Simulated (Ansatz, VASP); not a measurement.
# One calculation of Y2HfF, two programs

```
Y Hf F
1.0
     5.69417    0.00000    0.00000
    -2.84708    4.93130    0.00000
     0.00000    0.00000    4.02194
Y Hf F
2 1 1
Direct
  0.33333 0.66667 0.54629
  0.66667 0.33333 0.54629
  0.00000 0.00000 0.27328
  0.00000 0.00000 0.77485
```

Alike in both runs: functional PBE; k mesh 6 × 6 × 4; occupations gaussian, width 0.1 eV; no spin polarisation.

Ansatz relaxed the structure, and its values are those at the end. VASP's run is a single point on that final structure, the one shown.

|  | VASP | Ansatz |
| --- | --- | --- |
| version | VASP 6.6.1 | Ansatz 0.2.0 |
| potentials or method | VASP PAW PBE potentials, release 64 (Y_sv, Hf_pv, F) | scalar-relativistic, plane waves, PAW |
| plane-wave cutoff (eV) | 520 | 420 |
| valence electrons in the cell | 39 | 55 |

|  | VASP | Ansatz | Ansatz less VASP |
| --- | --- | --- | --- |
| gap on the k mesh at the Fermi level (eV) | none | none | - |
| pressure (GPa) | -0.3 | 0.2 | +0.51 |
| rms of the force components (eV/Å) | 0.009 | 0.006 | -0.0024 |

A gap of «none» marks a metal or a gap that the smearing closes. With one functional, cell and mesh, what is left measures potentials, basis and numerics. The two sets of potentials don't hold the same shells in valence.

Caveats: the k mesh is coarse (spacing up to 0.39 Å⁻¹), so the values aren't converged; an odd number of electrons without spin polarisation forces a metal; a magnetic or distorted state may lie lower. The runs have no spin-orbit coupling, so splittings on Hf are missing.
